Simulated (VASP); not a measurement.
# Ta2SiN2 (Fmm2) in VASP: relaxation of cell and atoms with PBE

Aim: the relaxation of cell and atoms of Ta2SiN2 with PBE.

Everything below comes from runs of VASP 6.6.1. Logs are shortened: lines on timing, memory, paths and dates and some standing lists are left out, and cuts for length are marked.

## (1) The structure

Symmetry: Fmm2, No. 42, orthorhombic system. Conventional cell: a = 4.767 Å, b = 10.771 Å, c = 4.767 Å, α = 90.00°, β = 90.00°, γ = 90.00°. Around Ta (site symmetry m) lie 4 N at 1.98 Å. Si (site symmetry mm2) has 8 Ta at 2.89 to 2.92 Å and 8 N at 3.17 to 3.18 Å as nearest neighbours. Around N (site symmetry 2) lie 4 Ta at 1.98 Å.

The cell was built by a generator and needn't be a form met in nature.

## (2) Relaxation of cell and atoms, PBE

INCAR

```
PREC     = Normal         # precision mode
ENCUT    = 520            # plane-wave cutoff, eV
EDIFF    = 1E-4           # SCF threshold, eV
ISMEAR   = 0              # smearing method
SIGMA    = 0.15           # smearing width, eV
LREAL    = F              # projectors in reciprocal space
LASPH    = T              # aspherical terms in the spheres
NELM     = 60             # most SCF steps
ALGO     = Fast           # electronic algorithm
ISIF     = 3              # what is computed and relaxed
LWAVE    = F              # write WAVECAR
LCHARG   = F              # write CHGCAR
GGA      = PE             # functional
IBRION   = 2              # ionic algorithm
NSW      = 24             # ionic steps
EDIFFG   = -0.08          # ionic threshold
```

KPOINTS

```
regular mesh
0
Gamma
  4 4 4
```

POSCAR

```
Ta2SiN2
1.0
    0.0000000000      5.3854493400      2.3835039000
    2.3835691800      0.0000000000      2.3835039000
    2.3835691800      5.3854493400      0.0000000000
Ta Si N
2 1 2
Direct
    0.6529493200      0.3450803700      0.6549196300
    0.3450803700      0.6529493200      0.3470506800
    0.9955886400      0.9955886400      0.0044113600
    0.2481880100      0.2481880100      0.2518119900
    0.7481880100      0.7481880100      0.7518119900
```

Potentials or basis: VASP PAW PBE potentials, release 64 (Ta_pv, Si, N).

Started as:

```sh
> cat potpaw_PBE.64/Ta_pv/POTCAR potpaw_PBE.64/Si/POTCAR potpaw_PBE.64/N/POTCAR > POTCAR
> mpirun -np 1 vasp_std > vasp.out
```

OUTCAR:

```text
PREC = Normal
   ENCUT = 520
   EDIFF = 1E-4
   ISMEAR = 0
   LREAL = F
   LASPH = T
   NELM = 60
   ISIF = 3
   GGA = PE
   IBRION = 2
   NSW = 24
   EDIFFG = -0.08

 ion  position               nearest neighbor table
   1  0.653  0.345  0.655-   4 1.98   5 1.98   4 1.98   5 1.98   3 2.89   3 2.90   3 2.90   3 2.92
                             2 3.16   2 3.16   2 3.16   2 3.16   2 3.32
   2  0.345  0.653  0.347-   4 1.98   5 1.98   4 1.98   5 1.98   3 2.89   3 2.90   3 2.90   3 2.92
                             1 3.16   1 3.16   1 3.16   1 3.16   1 3.32
   3  0.996  0.996  0.004-   1 2.89   2 2.89   1 2.90   2 2.90   2 2.90   1 2.90   2 2.92   1 2.92

   4  0.248  0.248  0.252-   2 1.98   1 1.98   2 1.98   1 1.98
   5  0.748  0.748  0.752-   2 1.98   1 1.98   2 1.98   1 1.98

  LATTYP: Found a face centered orthorhombic cell.
 ALAT       =     4.7670078000
 B/A-ratio  =     1.0000273882
 C/A-ratio  =     2.2594673917

  Lattice vectors:

 A1 = (  -2.3835691800,  -5.3854493400,   0.0000000000)
 A2 = (  -0.0000000000,  -5.3854493400,   2.3835039000)
 A3 = (  -2.3835691800,   0.0000000000,   2.3835039000)

Analysis of symmetry for initial positions (statically):
=====================================================================
 Subroutine PRICEL returns:
 Original cell was already a primitive cell.

 Routine SETGRP: Setting up the symmetry group for a
 face centered orthorhombic supercell.

 Subroutine GETGRP returns: Found  4 space group operations
 (whereof  4 operations were pure point group operations)
 out of a pool of  8 trial point group operations.

The static configuration has the point symmetry C_2v.

Analysis of symmetry for dynamics (positions and initial velocities):
=====================================================================
 Subroutine PRICEL returns:
 Original cell was already a primitive cell.

 Routine SETGRP: Setting up the symmetry group for a
 face centered orthorhombic supercell.

 Subroutine GETGRP returns: Found  4 space group operations
 (whereof  4 operations were pure point group operations)
 out of a pool of  8 trial point group operations.

The dynamic configuration has the point symmetry C_2v.

 Subroutine INISYM returns: Found  4 space group operations
 (whereof  4 operations are pure point group operations),
 and found     1 'primitive' translations

----------------------------------------------------------------------------------------

                                     Primitive cell

  volume of cell :      61.1921

  direct lattice vectors                    reciprocal lattice vectors
     0.000000000  5.385449340  2.383503900    -0.209769452  0.092842764  0.209775197
     2.383569180  0.000000000  2.383503900     0.209769452 -0.092842764  0.209775197
     2.383569180  5.385449340  0.000000000     0.209769452  0.092842764 -0.209775197

  length of vectors
     5.889325550  3.370829702  5.889351970     0.310851468  0.310851468  0.310851468

  position of ions in fractional coordinates (direct lattice)
     0.652949320  0.345080370  0.654919630
     0.345080370  0.652949320  0.347050680
     0.995588640  0.995588640  0.004411360
     0.248188010  0.248188010  0.251811990
     0.748188010  0.748188010  0.751811990

  ion indices of the primitive-cell ions
   primitive index   ion index
                 1           1
                 2           2
                 3           3
                 4           4
                 5           5

----------------------------------------------------------------------------------------

 KPOINTS: regular mesh

Automatic generation of k-mesh.
 Grid dimensions read from file:
 generate k-points for:    4    4    4

 Generating k-lattice:

  Cartesian coordinates                     Fractional coordinates (reciprocal lattice)
    -0.052442363  0.023210691  0.052443799     0.250000000 -0.000000000 -0.000000000
     0.052442363 -0.023210691  0.052443799     0.000000000  0.250000000  0.000000000
     0.052442363  0.023210691 -0.052443799    -0.000000000  0.000000000  0.250000000

  Length of vectors
     0.077712867  0.077712867  0.077712867

  Shift w.r.t. Gamma in fractional coordinates (k-lattice)
     0.000000000  0.000000000  0.000000000

 Subroutine IBZKPT returns following result:
 ===========================================

 Found     18 irreducible k-points:

 Following reciprocal coordinates:
            Coordinates               Weight
  0.000000  0.000000  0.000000      1.000000
  0.250000 -0.000000  0.000000      8.000000
  0.500000 -0.000000  0.000000      4.000000
  0.250000  0.250000  0.000000      2.000000
  0.500000  0.250000 -0.000000      8.000000
 -0.250000  0.250000  0.000000      4.000000
[... 10 lines left out ...]
 -0.250000  0.250000  0.500000      2.000000
  0.000000  0.500000  0.500000      1.000000
   k-points           NKPTS =     18   k-points in BZ     NKDIM =     18   number of bands    NBANDS=     22
   number of dos      NEDOS =    301   number of ions     NIONS =      5
   total plane-waves  NPLWV =  25920
   dimension x,y,z NGX =    36 NGY =   20 NGZ =   36
   dimension x,y,z NGXF=    72 NGYF=   40 NGZF=   72
   ions per type =               2   1   2
   NGX,Y,Z   is equivalent  to a cutoff of  10.16,  9.86, 10.16 a.u.
   NGXF,Y,Z  is equivalent  to a cutoff of  20.32, 19.73, 20.32 a.u.
 SYSTEM =  unknown system
   PREC   = normal    normal or accurate (medium, high low for compatibility)
   ISTART =      0    job   : 0-new  1-cont  2-samecut
   ICHARG =      2    charge: 1-file 2-atom 10-const
   ISPIN  =      1    spin polarized calculation?
   LNONCOLLINEAR =      F non collinear calculations
   LSORBIT =      F    spin-orbit coupling
   LASPH  =      T    aspherical Exc in radial PAW
   ENCUT  =  520.0 eV  38.22 Ry    6.18 a.u.  10.95  6.27 10.95*2*pi/ulx,y,z
   NELM   =     60;   NELMIN=  2; NELMDL= -5     # of ELM steps
   EDIFF  = 0.1E-03   stopping-criterion for ELM
   LREAL  =      F    real-space projection
   EDIFFG = -.8E-01   stopping-criterion for IOM
   NSW    =     24    number of steps for IOM
   IBRION =      2    ionic relax: 0-MD 1-quasi-New 2-CG
   NFREE  =      1    steps in history (QN), initial steepest desc. (CG)
   ISIF   =      3    stress and relaxation
   ISYM   =      2    0-nonsym 1-usesym 2-fastsym
   POTIM  = 0.5000    time-step for ionic-motion
   TEBEG  =    0.0;   TEEND  =   0.0 temperature during run
   PSTRESS=    0.0 pullay stress
   NELECT =      36.0000    total number of electrons
   NUPDOWN=      -1.0000    fix difference up-down
   EMIN   =  10.00;   EMAX   =-10.00  energy-range for DOS
   EFERMI =   0.00;   METHOD = LEGACY
   ISMEAR =     0;   SIGMA  =   0.15  broadening in eV -4-tet -1-fermi 0-gaus
   EFERMI_NEDOS =   21; number of points for ismear=-14 and -15
   IALGO  =     68    algorithm
   IMIX   =      4    mixing-type and parameters
     AMIX     =   0.40;   BMIX     =  1.00
     AMIX_MAG =   1.60;   BMIX_MAG =  1.00
  volume/ion in A,a.u.               =      12.24        82.59
  Fermi-wavevector in a.u.,A,eV,Ry     =   1.371757  2.592245 25.602313  1.881717
  Thomas-Fermi vector in A             =   2.497425
   LORBIT       =      0    0 simple, 1 ext, 2 COOP (PROOUT), +10 PAW based schemes
   GGA     = PE    functional components
   LHFCALC =     F    Hartree Fock is set to
   AEXX    =    0.0000 exact exchange contribution
   IVDW    =     0    specifies the selected vdW correction
   LEPSILON=     F    determine dielectric tensor
   LRPA    =     F    only Hartree local field effects (RPA)
 conjugate gradient relaxation of ions
 non-spin polarized calculation
 RMM-DIIS sequential band-by-band and
 Gauss-broadening in eV      SIGMA  =   0.15
  energy-cutoff  :      520.00
  volume of cell :       61.19
 maximum number of plane-waves:      1672
   NGX = 21   NGY = 13   NGZ = 21

--------------------------------------- Ionic step        1  -------------------------------------------

 number of electron      35.9999986 magnetization

 Free energy of the ion-electron system (eV)
  ---------------------------------------------------
  ext. energy  EPLUGINS =         0.00000000
  ---------------------------------------------------
  free energy    TOTEN  =       -47.30399210 eV

  energy without entropy =      -47.27285902  energy(sigma->0) =      -47.28842556

------------------------ aborting loop because EDIFF is reached ----------------------------------------

  FORCE on cell =-STRESS in cart. coord.  units (eV):
  Direction    XX          YY          ZZ          XY          YZ          ZX
  --------------------------------------------------------------------------------------
  -------------------------------------------------------------------------------------
  Total       14.4047314     10.0866486     14.4103411      0.0000000      0.0000000      0.0000000
  in kB      377.1552682    264.0960482    377.3021456      0.0000000      0.0000000      0.0000000
  external PRESSURE =     339.5178207 kB  Pullay stress =       0.0000000 kB

 VOLUME and BASIS-vectors are now :
 -----------------------------------------------------------------------------
  energy-cutoff  :      520.00
  volume of cell :       61.19
      direct lattice vectors                 reciprocal lattice vectors
     0.000000000  5.385449340  2.383503900    -0.209769452  0.092842764  0.209775197
     2.383569180  0.000000000  2.383503900     0.209769452 -0.092842764  0.209775197
     2.383569180  5.385449340  0.000000000     0.209769452  0.092842764 -0.209775197
[... 196 lines left out ...]
 POSITION                                       TOTAL-FORCE (eV/Angst)
 -----------------------------------------------------------------------------------
      2.46196      7.13944      2.45549         0.000000      0.096802     -0.025818
      2.46196      3.87950      2.45549         0.000000     -0.096802     -0.025818
      2.46196      5.50947      4.90304         0.000000      0.000000      0.038596
      1.23098      2.75474      1.22316         0.000000      0.000000      0.006520
      3.69294      8.26421      3.68509        -0.000000      0.000000      0.006520
 -----------------------------------------------------------------------------------
    total drift:                                0.000028     -0.000013     -0.000502

  FREE ENERGIE OF THE ION-ELECTRON SYSTEM (eV)
  ---------------------------------------------------
  free  energy   TOTEN  =       -48.1407885161 eV

  energy  without entropy=      -48.1025470937  energy(sigma->0) =      -48.12166780

--------------------------------------- Ionic step        7  -------------------------------------------

 number of electron      36.0000009 magnetization

 Free energy of the ion-electron system (eV)
  ---------------------------------------------------
  ext. energy  EPLUGINS =         0.00000000
  ---------------------------------------------------
  free energy    TOTEN  =       -48.15400167 eV

  energy without entropy =      -48.11874723  energy(sigma->0) =      -48.13637445

 E-fermi :   6.7707     XC(G=0): -11.9360

 val. band max:        6.6917169363   @ k =  -0.2500   0.0000   0.2500
 cond. band min:       6.8503647720   @ k =   0.5000  -0.0000   0.0000
 fundamental gap:      0.1586478357
 Fermi energy:         6.7707287379

 k-point     1 :       0.0000    0.0000    0.0000
  band No.  band energies     occupation
      1     -28.5422      2.00000
      2     -28.4718      2.00000
      3     -28.4718      2.00000
      4     -28.3727      2.00000
      5     -28.3727      2.00000
      6     -28.1758      2.00000
[... 14 lines left out ...]
     21       9.0102      0.00000
     22       9.9671      0.00000
[... 445 lines left out ...]
 POSITION                                       TOTAL-FORCE (eV/Angst)
 -----------------------------------------------------------------------------------
      2.47684      7.07658      2.46939         0.000000     -0.076583     -0.007551
      2.47684      3.83606      2.46939         0.000000      0.076583     -0.007551
      2.47684      5.45632      4.93438         0.000000      0.000000      0.030344
      1.23842      2.72816      1.23083        -0.000000      0.000000     -0.007620
      3.71526      8.18449      3.70770         0.000000      0.000000     -0.007620
 -----------------------------------------------------------------------------------
    total drift:                                0.000014     -0.000011      0.001723

  FREE ENERGIE OF THE ION-ELECTRON SYSTEM (eV)
  ---------------------------------------------------
  free  energy   TOTEN  =       -48.1540016718 eV

  energy  without entropy=      -48.1187472296  energy(sigma->0) =      -48.13637445

 reached required accuracy - stopping structural energy minimisation
```

Wall time 74 s (1 thread of Intel Xeon Platinum 8259CL at 2.50GHz (Skylake/Cascade Lake), shared host); peak memory 0.18 GiB.

Results:

- Free energy: -48.1540 eV
- Relaxed volume: 13.39 Å³/atom
- Relaxed cell: a = 5.992 Å, b = 3.503 Å, c = 5.992 Å, α = 73.01°, β = 33.99°, γ = 73.01°
- Space group after relaxing (to 0.05 Å): I4/mmm (No. 139)
- Energy gained by relaxing: 170.0 meV/atom
- Ionic steps: 7
- Pressure after relaxing: 0.4 GPa
- Largest force after relaxing: 0.077 eV/Å
- Band gap on the k mesh: none (metal or under the smearing width)

Forces in eV/Å, atoms in the order of the input:
```
Ta   0.000 -0.077 -0.008
Ta   0.000  0.077 -0.008
Si   0.000  0.000  0.030
N    0.000  0.000 -0.008
N    0.000  0.000 -0.008
```

Stress tensor (GPa, compression positive):
```
 0.63  0.00  0.00
 0.00 -0.11  0.00
 0.00  0.00  0.63
```

The path:
```tsv
step	energy change (eV)	largest force (eV/Å)	pressure (GPa)	volume (Å³)
1	0.0000	4.4479	33.95	61.19
2	3.3788	5.1564	-38.16	87.11
3	-0.8226	0.6580	-3.40	67.79
4	-0.8361	0.2742	-0.71	67.10
5	-0.8370	0.1704	-0.08	66.91
6	-0.8368	0.1002	0.60	66.79
7	-0.8500	0.0770	0.38	66.95
```

Final structure:
```
Ta Si N
1.0
     0.00000    5.45632    2.47687
     2.47684    0.00000    2.47687
     2.47684    5.45632    0.00000
Ta Si N
2 1 2
Direct
  0.64696 0.35001 0.64999
  0.35001 0.64696 0.35304
  0.99609 0.99609 0.00391
  0.24846 0.24846 0.25154
  0.74846 0.74846 0.75154
```

Caveat: the k mesh is coarse (spacing up to 0.49 Å⁻¹), so the values aren't converged; the relaxation stopped at a loose force limit of 0.08 eV/Å, so its end isn't a converged minimum. The run has no spin-orbit coupling, so splittings on Ta are missing.
